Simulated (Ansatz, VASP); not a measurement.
**Two plane-wave programs on TeP2**

File INCAR:

```
PREC = Accurate ; ENCUT = 600
EDIFF = 1E-7 ; ISMEAR = 0
SIGMA = 0.1 ; LREAL = F
LASPH = T ; NELM = 60
ALGO = Normal ; ISIF = 3
LWAVE = F ; LCHARG = F
GGA = PE ; IBRION = 2
NSW = 90 ; EDIFFG = -0.04
```

Contents of KPOINTS:

```
Automatic mesh
0
Gamma
  6 6 4
```

The input POSCAR:

```
TeP2
1.0
    3.3931109700      0.0000000000      0.0000000000
   -1.6965554900      2.9385203000      0.0000000000
    0.0000000000      0.0000000000      5.3488404400
Te P
1 2
Direct
    0.0000000000      0.0000000000      0.0000000000
    0.6666666700      0.3333333300      0.7249647000
    0.6666666700      0.3333333300      0.2750353000
```

Input for Ansatz:

```yaml
crystal:
  lattice:
    - [3.39311097, 0.0, 0.0]
    - [-1.69655549, 2.9385203, 0.0]
    - [0.0, 0.0, 5.34884044]
  atoms:
    - { symbol: Te, position: [0.0, 0.0, 0.0] }
    - { symbol: P, position: [0.66666667, 0.33333333, 0.7249647] }
    - { symbol: P, position: [0.66666667, 0.33333333, 0.2750353] }
basis:
  ecutwfc: 420
kpoints:
  mp_grid: { grid: [6, 6, 4] }
hamiltonian:
  xc: pbe
scf:
  occupations: { method: gaussian, width: 0.1 }
  lower_state_search: "off"
output:
  forces: true
  stress: true
  eigenvalues: true
relax:
  adjacent_minimum: "off"
  f_tol: 0.04
  max_steps: 70
  cell: { stress_tol: 0.4 }
```

Alike in both runs: task relaxation of cell and atoms; functional PBE; k mesh 6 × 6 × 4; occupations gaussian, width 0.1 eV; no spin polarisation.

|  | VASP | Ansatz |
| --- | --- | --- |
| version | VASP 6.6.1 | Ansatz 0.2.0 |
| potentials or method | VASP PAW PBE potentials, release 64 (Te, P) | scalar-relativistic, plane waves, PAW |
| plane-wave cutoff (eV) | 600 | 420 |
| valence electrons in the cell | 16 | 26 |

```csv
,VASP,Ansatz,Ansatz less VASP
"gap on the k mesh at the Fermi level, each at its own relaxed structure (eV)",none,none,-
relaxed volume (Å³/atom),25.12,25.30,+0.178
relaxed cell length with the largest relative difference (Å),3.977,3.993,+0.0160
energy change over the relaxation (meV/atom),-959,-959,+0.4
```

A gap of «none» marks a metal or a gap that the smearing closes. The two sets of potentials don't hold the same shells in valence.

Caveats: the volume moved by over 15 % at a fixed basis, so the end points are rough (VASP). The runs have no spin-orbit coupling, so splittings on Te are missing.
